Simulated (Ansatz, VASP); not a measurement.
# YCdNO in two plane-wave programs

Wanted: the spread between two codes on one cell, functional and k mesh. The cell is generated by rule, not measured, and may not be a known phase. The cell is taken from a series of runs on this material, whose earlier steps may have relaxed, scaled, displaced or heated it; both programs get it as it stands.

Program: Ansatz 0.2.0. Level of theory: plane waves, with VASP 6.6.1 beside it; relaxation of cell and atoms at PBEsol. Results are calculated unless marked as measured.

### 1. Set-up

It takes space group P4/nmm (No. 129, tetragonal). The conventional cell has a = 3.387 Å, b = 3.387 Å, c = 9.580 Å, α = 90.00°, β = 90.00°, γ = 90.00°. Nearest to Cd lie 5 O at 2.40 Å and 1 N at 2.40 Å. Nearest to N lie 1 Cd at 2.39 Å and 5 Y at 2.40 Å. Nearest to O lie 5 Cd at 2.40 Å and 1 Y at 2.40 Å. Nearest to Y lie 1 O at 2.39 Å and 5 N at 2.40 Å. Farther neighbours and most contacts between anions are not listed.

As a file:

```cif
data_structure
_symmetry_space_group_name_H-M 'P 1'
_symmetry_Int_Tables_number 1
_cell_length_a 3.3870
_cell_length_b 3.3870
_cell_length_c 9.5800
_cell_angle_alpha 90.000
_cell_angle_beta 90.000
_cell_angle_gamma 90.000
_cell_volume 109.90
loop_
_atom_site_label
_atom_site_type_symbol
_atom_site_fract_x
_atom_site_fract_y
_atom_site_fract_z
_atom_site_occupancy
Cd1 Cd 0.00000 0.00000 0.50000 1
Cd2 Cd 0.50000 0.50000 0.75000 1
N3 N 0.50000 0.50000 0.00000 1
N4 N 0.00000 0.00000 0.25000 1
O5 O 0.50000 0.50000 0.50000 1
O6 O 0.00000 0.00000 0.75000 1
Y7 Y 0.00000 0.00000 0.00000 1
Y8 Y 0.50000 0.50000 0.25000 1
```

### 2. Ansatz: relaxation of cell and atoms, PBEsol, pair 1

Ansatz runs on its default PAW (the set named soft_2) files.

The relaxed volume is the usual yardstick between codes: in a stiff, nearly cubic crystal its relative difference is about their pressure difference at one cell divided by the bulk modulus.

input.yaml

```yaml
crystal:
  lattice:
    - [2.395, 2.395, 0.0]
    - [-2.395, 2.395, 0.0]
    - [0.0, 0.0, 9.58]
  atoms:
    - { symbol: Cd, position: [0.0, 0.0, 0.5] }
    - { symbol: Cd, position: [0.5, 0.5, 0.75] }
    - { symbol: "N", position: [0.5, 0.5, 0.0] }
    - { symbol: "N", position: [0.0, 0.0, 0.25] }
    - { symbol: O, position: [0.5, 0.5, 0.5] }
    - { symbol: O, position: [0.0, 0.0, 0.75] }
    - { symbol: "Y", position: [0.0, 0.0, 0.0] }
    - { symbol: "Y", position: [0.5, 0.5, 0.25] }
kpoints:
  mp_grid: { grid: [6, 6, 2] }
hamiltonian:
  xc: pbesol
scf:
  occupations: { method: gaussian, width: 0.1 }
output:
  forces: true
  stress: true
  eigenvalues: true
relax:
  adjacent_minimum: "off"
  f_tol: 0.05
  max_steps: 80
  cell: { stress_tol: 0.5 }
```

Run with:

```
ansatz run input.yaml --threads 8 --pin off --max-ram 14336MiB --backend cpu --events-out ev --progress --plain --runs-dir out
```

Numbers of over 12 decimals in the logs are rounded to 6 here.

What it wrote:

```text
The last accepted step is kept in <dir> (removed where the run ends without a failure and the disk answers)
Engine: ansatz 0.2.0, x86_64-unknown-linux-gnu
Pseudopotentials: kind: paw
Pseudopotential: Cd, paw, valence charge 20, recommended cutoff 420 eV (normal), Cd.paw.azcp
Pseudopotential: N, paw, valence charge 5, recommended cutoff 420 eV (normal), N.paw.azcp
Pseudopotential: O, paw, valence charge 6, recommended cutoff 420 eV (normal), O.paw.azcp
Pseudopotential: Y, paw, valence charge 11, recommended cutoff 420 eV (normal), Y.paw.azcp
Functional definition: PBEsol
  exchange = pbesol_x
  correlation = pbesol_c
Crystal: 8 atoms, lattice volume = 109.902 Å³
Basis set: ecut = 420 eV, 2117 PW (Γ), exchange–correlation on 48×48×144 points (8 copies of the dense FFT grid, shifted against one another)
Bands: 51, of which v1, the nominal top of the filled ones, is band 42 counted from 1 (41 counted from 0)
Symmetry: 16 space group operations
Space group: P4/nmm (ITA 129), of the structure as read, at distance tolerance 4.8e-5 Å
k-points: 20 of 72
Non-local potential: Cd, projectors of the file, l = 0: 3, l = 1: 2, l = 2: 2, l = 3: 1
Non-local potential: N, projectors of the file, l = 0: 2, l = 1: 2, l = 2: 1
Non-local potential: O, projectors of the file, l = 0: 2, l = 1: 2, l = 2: 1
Non-local potential: Y, projectors of the file, l = 0: 3, l = 1: 2, l = 2: 2, l = 3: 1
PAW form: soft (Blöchl's): semilocal exchange-correlation on the pseudo side does not see the compensation charge
PAW frozen core: Cd, regenerated for the run's functional, and the local potential with it (the file was generated under x = pbe(κ = 0.804, μ = 0.219515), c = pbe(β = 0.066725))
PAW frozen core: N, regenerated for the run's functional, and the local potential with it (the file was generated under x = pbe(κ = 0.804, μ = 0.219515), c = pbe(β = 0.066725))
PAW frozen core: O, regenerated for the run's functional, and the local potential with it (the file was generated under x = pbe(κ = 0.804, μ = 0.219515), c = pbe(β = 0.066725))
PAW frozen core: Y, regenerated for the run's functional, and the local potential with it (the file was generated under x = pbe(κ = 0.804, μ = 0.219515), c = pbe(β = 0.066725))
PAW one-centre angular grid: Cd, 590 points (default); XC on 64 Gauss nodes
PAW one-centre angular grid: N, 110 points (default); XC on 64 Gauss nodes
PAW one-centre angular grid: O, 110 points (default); XC on 64 Gauss nodes
PAW one-centre angular grid: Y, 590 points (default); XC on 64 Gauss nodes
Initial density: superposition of atomic densities (neutral atoms: chi_scale 0, normalization atom), corrected by the library's trained network
Initial wavefunctions: pseudopotential atomic-orbital guess
Functional: x = pbesol(κ = 0.804, μ = 0.123457), c = pbesol(β = 0.046)
SCF iter   1: F=—  HF=-25843.692848 eV  |F-HF|=—  |Δ(HF+E_count)|=         —  Δρ=1.47e-2  dr2=2.38e-1  ethr=1.77e-3  ⟨swp⟩=6.0  Hψ=3564  notcnv=0  defer=2
preconditioner: auto → Resta (q_TF=auto, 2.609 Å⁻¹)  ε∞=5.3  [insulator: Δε(μ)=0.237 eV  Ē_g=13.710 eV  σ=0.100 eV  W_gap=0.89  n_scr=26 (ndim 8)  ℏωp=28.3 eV  f_vac=0.000  D(μ)=0.14/eV (n_scr^D=0)  ε∞_Penn≈5.3]
SCF iter   2: F=—  HF=-25843.643370 eV  |F-HF|=—  |Δ(HF+E_count)|=   4.95e-2  Δρ=4.76e-3  dr2=3.00e-2  ethr=2.84e-4  ⟨swp⟩=2.1  Hψ=1412  notcnv=0  defer=18
SCF iter   3: F=—  HF=-25843.636955 eV  |F-HF|=—  |Δ(HF+E_count)|=   6.42e-3  Δρ=9.55e-4  dr2=7.94e-4  ethr=3.58e-5  ⟨swp⟩=2.0  Hψ=1399  notcnv=0  defer=18
SCF iter   4: F=—  HF=-25843.636850 eV  |F-HF|=—  |Δ(HF+E_count)|=   1.05e-4  Δρ=2.00e-4  dr2=4.41e-5  ethr=9.45e-7  ⟨swp⟩=2.2  Hψ=1239  notcnv=0  defer=18
SCF iter   5: F=—  HF=-25843.636827 eV  |F-HF|=—  |Δ(HF+E_count)|=   2.28e-5  Δρ=5.07e-5  dr2=2.69e-6  ethr=5.25e-8  ⟨swp⟩=2.0  Hψ=1396  notcnv=0  defer=18
SCF iter   6: F=—  HF=-25843.636828 eV  |F-HF|=—  |Δ(HF+E_count)|=   8.57e-7  Δρ=1.40e-5  dr2=2.18e-7  ethr=3.20e-9  ⟨swp⟩=2.0  Hψ=1426  notcnv=0  defer=18
SCF iter   7: F=-25843.636828 eV  HF=-25843.636828 eV  |F-HF|=1.15e-8  |Δ(HF+E_count)|=   2.68e-8  Δρ=4.63e-6  dr2=1.96e-8  ethr=1.19e-10  ⟨swp⟩=9.4  Hψ=3995  notcnv=0
SCF 1 converged in 7 iterations: F = -25843.636828 eV  dr2 = 1.96e-8
  greatest PAW one-centre occupation: 1.000 electrons in one spin orbital (limit 2), on the Cd atom at site 1 (counted from 0), in its partial waves of l = 0
relax step   1: F+E_penalty+E_count = -25843.63682781 eV  Δ(F+E_penalty+E_count) = +0.000e0 eV  max|allowed force component| = 1.128e0 eV/Å  Δτ_max = 0.0000 Å  P = -1.030 GPa  Ω = 109.902 Å³  (7 SCF iters, dr2 threshold 1.00e-7 eV, accepted)
[...]
relax step   6: F+E_penalty+E_count = -25843.86215763 eV  Δ(F+E_penalty+E_count) = -1.686e-3 eV  max|allowed force component| = 1.445e-2 eV/Å  Δτ_max = 0.0046 Å  P = +0.021 GPa  Ω = 108.833 Å³  energy of the carried Pulay correction = +2.727e-3 eV  (6 SCF iters, dr2 threshold 8.00e-7 eV, accepted)
[...]
relax step   7: F+E_penalty+E_count = -25843.86319024 eV  Δ(F+E_penalty+E_count) = -1.033e-3 eV  max|allowed force component| = 1.479e-2 eV/Å  Δτ_max = 0.0000 Å  P = +0.028 GPa  Ω = 108.833 Å³  stress off target by 1.78e-1 GPa  SCF on the basis re-selected at this cell (its energy is not comparable with the rows above)  (6 SCF iters)
basis re-selected at this cell: Δ(F+E_penalty+E_count) = -1.033e-3 eV, ΔP = +0.007 GPa vs the last step (what re-selecting the basis moved, of the pressure what is left beyond the Pulay correction that the steps carried, after the strain that the cell walked since its last selection, with what the two solves' SCF thresholds leave and, on support functions, any second-order correction that the steps lacked; it is no measure of the basis error at this ecutwfc). The dense FFT grid was sized anew with the basis: this SCF ran on 24×24×64 points, the steps before it on 24×24×72, so part of this shift can come from that change (see relax.cell in the input reference). [rest of the remark cut]
SCF converged after 6 iterations
Free energy (F): -25843.863190 eV
Harris-Foulkes:  -25843.863190 eV  (|F-HF|=3.64e-12)
Internal energy: -25843.863190 eV  (E = F + TS)
E sigma→0 (E₀):  -25843.863190 eV
Entropy (-TS):   -0.000000 eV (-0.000 meV/atom)
Fermi energy:    13.066099 eV
--- Per-component energies (eV) ---
  E_band       = -816.818090
  E_kinetic    = 2232.449979
  E_local      = -9061.519607  (includes V_loc(G=0)·N_el)
  E_nonlocal   = 366.481458
  E_hartree    = 4064.842229
  E_xc         = -963.364792
  E_vxc        = -1183.176301  (∫ρ·V_xc dr)
  E_paw        = -14125.422022  (= ΣΔE_a)
  E_vpaw       = -1300.743057  (= ΣTr[D̂ρ^β])
  E_aug_tail   = 0.004977  (compensation charges beyond the density's cutoff)
  E_ewald      = -8358.443651
  E_core_change = 1.108238  (= ΣΔE_core)
  E_smearing   = -0.000000  (= −TS)
  E_closure    = 0.000000  (closes the sum)
  Σ components = -25843.863190   (vs F -25843.863190, Δ=0.00e0)
--- Forces (eV/Å), atoms counted from 1 ---
  atom   1  Cd     0.00000000     0.00000000     0.00448720
  atom   2  Cd     0.00000000     0.00000000    -0.00448720
  atom   3  N      0.00000000     0.00000000    -0.01479174
  atom   4  N      0.00000000     0.00000000     0.01479174
  atom   5  O      0.00000000     0.00000000    -0.00844553
  atom   6  O      0.00000000     0.00000000     0.00844553
  atom   7  Y      0.00000000    -0.00000000    -0.00647206
  atom   8  Y      0.00000000    -0.00000000     0.00647206
  max |Σ_I F_I| component: 3.47e-18 eV/Å
--- Stress (GPa, compression-positive) ---
        0.130926       0.000000       0.000000
       -0.000000       0.130926       0.000000
        0.000000       0.000000      -0.177857
  P = ⅓ Tr σ = 0.0280 GPa (0.280 kbar)
--- Band table (eV; the first three rows and the last of 20) ---
  k-point 0: bands = [... 38 lower, 12.2544, 12.2544, 12.6942, 12.6942, 13.4049, 13.4455, 14.8245, 15.9574, ... 5 higher]
  k-point 1: bands = [... 38 lower, 12.2586, 12.2586, 12.7164, 12.7164, 13.4456, 14.8249, 14.8358, 15.6433, ... 5 higher]
  k-point 2: bands = [... 38 lower, 11.5617, 11.7189, 11.7623, 12.0382, 14.0246, 14.5934, 15.6966, 16.1587, ... 5 higher]
  k-point 19: bands = [... 38 lower, 11.0970, 11.0970, 12.2324, 12.2324, 15.0914, 15.0914, 17.2446, 17.2446, ... 5 higher]
--- Relaxed structure (6 steps of the walk, 5 accepted, 1 SCFs on fresh bases) ---
  F+E_penalty+E_count = -25843.86319024 eV   max|allowed force component| = 1.479e-2 eV/Å   (the final SCF, on the basis selected at the relaxed cell)
  cell:  # Å, volume = 108.8333 Å³
    - [2.432455, 2.432455, 0.0]
    - [-2.432455, 2.432455, 0.0]
    - [0.0, 0.0, 9.196916]
  atoms:
    - { symbol: Cd, position: [0, 0, 0.499309] }
    - { symbol: Cd, position: [0.5, 0.5, 0.750691] }
    - { symbol: N, position: [0.5, 0.5, 0.00168113] }
    - { symbol: N, position: [0, 0, 0.248319] }
    - { symbol: O, position: [0.5, 0.5, 0.507332] }
    - { symbol: O, position: [0, 0, 0.742668] }
    - { symbol: Y, position: [0, 0, -0.00887036] }
    - { symbol: Y, position: [0.5, 0.5, 0.258870] }
```

[end of part 1 of 3]

[Lines on the potential files, build, host, timing and source positions are cut from VASP's logs without a mark.]

[Logs are printed without paths, hosts, clocks, repeated set-up lines and the standing remarks that a program may print on its own settings, such as how far it seeks lower states.]

[Hosts, paths, dates, database ids (printed as entryN), source tags and the programs' standing remarks are cut or masked in the printed files.]
